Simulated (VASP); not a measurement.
Computed with optB86b-vdW, VASP's PBE PAW potentials (set 64) (plane waves; VASP).

VASP input:

KPOINTS:
```
Automatic mesh
0
G
  5 5 5
0 0 0
```

**INCAR**
```
# general
SYSTEM   = BaHfO3
PREC     = Accurate
ENCUT    = 520
LREAL    = .False.
LASPH    = .True.

# electronic loop
EDIFF    = 1E-6
NELM     = 100
ALGO     = Normal
LMAXMIX  = 6

# smearing
ISMEAR   = 0
SIGMA    = 0.05

# functional
GGA      = MK
LUSE_VDW = .True.
AGGAC    = 0.0
PARAM1   = 0.1234
PARAM2   = 1.0

# ions
IBRION   = 2
NSW      = 60
ISIF     = 3
EDIFFG   = -0.02

# output
LWAVE    = .False.
LCHARG   = .False.
```

File POSCAR:
```
BaHfO3
1.0
  4.1548964234   0.0000000000   0.0000000000
  0.0000000000   4.1548964234   0.0000000000
  0.0000000000   0.0000000000   4.1548964234
Ba Hf O
1 1 3
Cartesian
  0.0000000000   0.0000000000   0.0000000000
  2.0774482117   2.0774482117   2.0774482117
  2.0774482117   0.0000000000   2.0774482117
  0.0000000000   2.0774482117   2.0774482117
  2.0774482117   2.0774482117   0.0000000000
```

POTCAR, in this order: Ba_sv Hf_pv O (PBE.64 set). Program: vasp_std.

Output of the run:

**OUTCAR**
```
 ion  position               nearest neighbor table
   1  0.000  0.000  0.000-   3 2.94   4 2.94   5 2.94   3 2.94   4 2.94   4 2.94   5 2.94   4 2.94
                             3 2.94   5 2.94   3 2.94   5 2.94   2 3.60   2 3.60   2 3.60   2 3.60
   2  0.500  0.500  0.500-   3 2.08   4 2.08   5 2.08   5 2.08   3 2.08   4 2.08   1 3.60   1 3.60
                             1 3.60   1 3.60   1 3.60   1 3.60   1 3.60   1 3.60
   3  0.500  0.000  0.500-   2 2.08   2 2.08   1 2.94   1 2.94   1 2.94   1 2.94
   4  0.000  0.500  0.500-   2 2.08   2 2.08   1 2.94   1 2.94   1 2.94   1 2.94
   5  0.500  0.500  0.000-   2 2.08   2 2.08   1 2.94   1 2.94   1 2.94   1 2.94
  LATTYP: Found a simple cubic cell.
 ALAT       =     4.1548964234
 Subroutine PRICEL returns:
 Original cell was already a primitive cell.
 Subroutine GETGRP returns: Found 48 space group operations
The static configuration has the point symmetry O_h .
The dynamic configuration has the point symmetry O_h .
 Subroutine INISYM returns: Found 48 space group operations
 Subroutine IBZKPT returns following result:
 Found     10 irreducible k-points:

 Following reciprocal coordinates:
            Coordinates               Weight
  0.000000  0.000000  0.000000      1.000000
  0.200000  0.000000  0.000000      6.000000
  0.400000  0.000000  0.000000      6.000000
  0.200000  0.200000  0.000000     12.000000
  0.400000  0.200000  0.000000     24.000000
  0.400000  0.400000  0.000000     12.000000
  0.200000  0.200000  0.200000      8.000000
  0.400000  0.200000  0.200000     24.000000
  0.400000  0.400000  0.200000     24.000000
  0.400000  0.400000  0.400000      8.000000
   k-points           NKPTS =     10   k-points in BZ     NKDIM =     10   number of bands    NBANDS=     23
   number of dos      NEDOS =    301   number of ions     NIONS =      5
   total plane-waves  NPLWV =  32768
   dimension x,y,z NGX =    32 NGY =   32 NGZ =   32
   dimension x,y,z NGXF=    64 NGYF=   64 NGZF=   64
   ions per type =               1   1   3
   PREC   = accura    normal or accurate (medium, high low for compatibility)
   ISTART =      0    job   : 0-new  1-cont  2-samecut
   ICHARG =      2    charge: 1-file 2-atom 10-const
...
```

OSZICAR:
```
       N       E                     dE             d eps       ncg     rms          rms(c)
DAV:   1     0.240430736343E+03    0.24043E+03   -0.21448E+04   460   0.161E+03
DAV:   2    -0.297648145806E+02   -0.27020E+03   -0.26656E+03   582   0.354E+02
DAV:   3    -0.417972154856E+02   -0.12032E+02   -0.12009E+02   587   0.740E+01
DAV:   4    -0.420204594136E+02   -0.22324E+00   -0.22318E+00   669   0.971E+00
DAV:   5    -0.420252777771E+02   -0.48184E-02   -0.48183E-02   627   0.865E-01    0.614E+01
DAV:   6    -0.351745831240E+02    0.68507E+01   -0.41862E+01   523   0.382E+01    0.540E+01
DAV:   7    -0.350898079401E+02    0.84775E-01   -0.24458E+00   616   0.102E+01    0.336E+01
DAV:   8    -0.350782791168E+02    0.11529E-01   -0.31135E-01   580   0.481E+00    0.548E+00
DAV:   9    -0.350620105113E+02    0.16269E-01   -0.11147E-01   579   0.205E+00    0.156E+00
DAV:  10    -0.350617567444E+02    0.25377E-03   -0.10872E-02   565   0.705E-01    0.455E-01
DAV:  11    -0.350616302690E+02    0.12648E-03   -0.83758E-04   586   0.199E-01    0.139E-01
DAV:  12    -0.350616609147E+02   -0.30646E-04   -0.79408E-05   633   0.642E-02    0.166E-01
DAV:  13    -0.350616647953E+02   -0.38805E-05   -0.10435E-05   633   0.230E-02    0.172E-02
DAV:  14    -0.350616649793E+02   -0.18401E-06   -0.50251E-07   433   0.530E-03
   1 F= -.35061665E+02 E0= -.35061665E+02  d E =-.350617E+02
       N       E                     dE             d eps       ncg     rms          rms(c)
DAV:   1    -0.353099678551E+02   -0.24830E+00   -0.66092E+00   460   0.198E+01    0.812E+00
DAV:   2    -0.350963555451E+02    0.21361E+00   -0.11341E+00   474   0.661E+00    0.178E+00
DAV:   3    -0.350636591171E+02    0.32696E-01   -0.70984E-02   595   0.191E+00    0.132E+00
DAV:   4    -0.350562028247E+02    0.74563E-02   -0.34552E-02   589   0.121E+00    0.102E+00
DAV:   5    -0.350562611604E+02   -0.58336E-04   -0.11319E-03   658   0.175E-01    0.134E+00
DAV:   6    -0.350565585444E+02   -0.29738E-03   -0.84182E-04   627   0.179E-01    0.360E-01
DAV:   7    -0.350564931863E+02    0.65358E-04   -0.16304E-04   615   0.737E-02    0.225E-01
DAV:   8    -0.350564790451E+02    0.14141E-04   -0.30756E-05   603   0.369E-02    0.141E-01
DAV:   9    -0.350564641069E+02    0.14938E-04   -0.41818E-05   586   0.366E-02    0.734E-02
DAV:  10    -0.350564627687E+02    0.13381E-05   -0.49600E-06   539   0.141E-02    0.341E-02
DAV:  11    -0.350564615292E+02    0.12395E-05   -0.55258E-06   586   0.134E-02    0.775E-03
DAV:  12    -0.350564614749E+02    0.54354E-07   -0.17047E-07   335   0.298E-03
   2 F= -.35056461E+02 E0= -.35056461E+02  d E =0.520350E-02
       N       E                     dE             d eps       ncg     rms          rms(c)
DAV:   1    -0.351506219504E+02   -0.94160E-01   -0.20925E+00   460   0.112E+01    0.448E+00
DAV:   2    -0.350829279823E+02    0.67694E-01   -0.34917E-01   474   0.368E+00    0.978E-01
DAV:   3    -0.350728713777E+02    0.10057E-01   -0.21296E-02   596   0.107E+00    0.706E-01
DAV:   4    -0.350706347768E+02    0.22366E-02   -0.10443E-02   568   0.671E-01    0.573E-01
DAV:   5    -0.350706537156E+02   -0.18939E-04   -0.39529E-04   658   0.107E-01    0.781E-01
DAV:   6    -0.350707699884E+02   -0.11627E-03   -0.27509E-04   634   0.104E-01    0.182E-01
DAV:   7    -0.350707527648E+02    0.17224E-04   -0.43196E-05   624   0.390E-02    0.117E-01
DAV:   8    -0.350707490162E+02    0.37486E-05   -0.77124E-06   596   0.183E-02    0.834E-02
DAV:   9    -0.350707436145E+02    0.54017E-05   -0.17407E-05   572   0.243E-02    0.433E-02
DAV:  10    -0.350707431909E+02    0.42361E-06   -0.20360E-06   395   0.971E-03
   3 F= -.35070743E+02 E0= -.35070743E+02  d E =-.907821E-02
```

**OUTCAR**
```
------------------------ aborting loop because EDIFF is reached ----------------------------------------
  FORCE on cell =-STRESS in cart. coord.  units (eV):
  Direction    XX          YY          ZZ          XY          YZ          ZX
  --------------------------------------------------------------------------------------
  Total       -0.0224664     -0.0224664     -0.0224664     -0.0000000     -0.0000000     -0.0000000
  in kB       -0.4942252     -0.4942252     -0.4942252     -0.0000000     -0.0000000     -0.0000000
  external PRESSURE =      -0.4942252 kB  Pullay stress =       0.0000000 kB
  volume of cell :       72.83
      direct lattice vectors                 reciprocal lattice vectors
     4.176122513  0.000000000 -0.000000000     0.239456576  0.000000000  0.000000000
    -0.000000000  4.176122513 -0.000000000    -0.000000000  0.239456576 -0.000000000
    -0.000000000  0.000000000  4.176122513     0.000000000  0.000000000  0.239456576
 POSITION                                       TOTAL-FORCE (eV/Angst)
 -----------------------------------------------------------------------------------
      0.00000      0.00000      0.00000        -0.000000     -0.000000      0.000000
      2.08806      2.08806      2.08806         0.000000     -0.000000      0.000000
      2.08806      0.00000      2.08806        -0.000000      0.000000      0.000000
     -0.00000      2.08806      2.08806         0.000000      0.000000      0.000000
      2.08806      2.08806     -0.00000        -0.000000     -0.000000      0.000000
 -----------------------------------------------------------------------------------
    total drift:                                0.000000     -0.000000     -0.000000
  FREE ENERGIE OF THE ION-ELECTRON SYSTEM (eV)
  ---------------------------------------------------
  free  energy   TOTEN  =       -35.0707431909 eV

  energy  without entropy=      -35.0707431909  energy(sigma->0) =      -35.07074319

 reached required accuracy - stopping structural energy minimisation
```
(Selected blocks of OUTCAR.)

**CONTCAR**
```
BaHfO3
   1.00000000000000
     4.1761225133931328    0.0000000000000000   -0.0000000000000000
    -0.0000000000000000    4.1761225133931328   -0.0000000000000000
    -0.0000000000000000    0.0000000000000000    4.1761225133931328
  Ba              Hf              O
     1     1     3
Direct
     0.0000000000000000    0.0000000000000000    0.0000000000000000
     0.5000000000000000    0.5000000000000000    0.5000000000000000
     0.5000000000000000    0.0000000000000000    0.5000000000000000
     0.0000000000000000    0.5000000000000000    0.5000000000000000
     0.5000000000000000    0.5000000000000000    0.0000000000000000
```

The compound is BaHfO3 in the cubic perovskite structure. This run relaxes it. Symmetry was kept, so distortions that lower it aren't found. The start is the result of an earlier pass.
